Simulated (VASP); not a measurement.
Given:

```yaml
crystal:
  lattice:
    - [3.99340, 0.00000, 0.00000]
    - [0.00000, 3.99340, 0.00000]
    - [0.00000, 0.00000, 4.21264]
  atoms:
    - { symbol: Ba, position: [0.00000, 0.00000, 0.00950] }
    - { symbol: Ti, position: [0.50000, 0.50000, 0.52880] }
    - { symbol: O, position: [0.50000, 0.50000, 0.96072] }
    - { symbol: O, position: [0.00000, 0.50000, 0.48249] }
    - { symbol: O, position: [0.50000, 0.00000, 0.48249] }
```

Calculation: PW91 GGA, VASP's PBE PAW potentials (set 64) (plane waves; VASP). Settings: 520 eV cut-off, 6×6×6 Γ-centred mesh, tetrahedra with Blöchl corrections, potentials Ba_sv Ti_sv O.

Unless said otherwise, spin-orbit coupling is left out, though it shifts the bands of the heavy elements here.

Task: Estimate the energy per atom (σ→0), band gap (on the k-mesh) with the smallest direct gap where there is one.

Result: 
- band gap (on the k-mesh): 1.76 eV
- smallest direct gap (on the k-mesh): 2.32 eV
- energy per atom (σ→0): -8070 meV/atom

Only differences to runs with the same potentials and settings are physical.

The compound is BaTiO3 in the tetragonal perovskite structure. It was relaxed first.
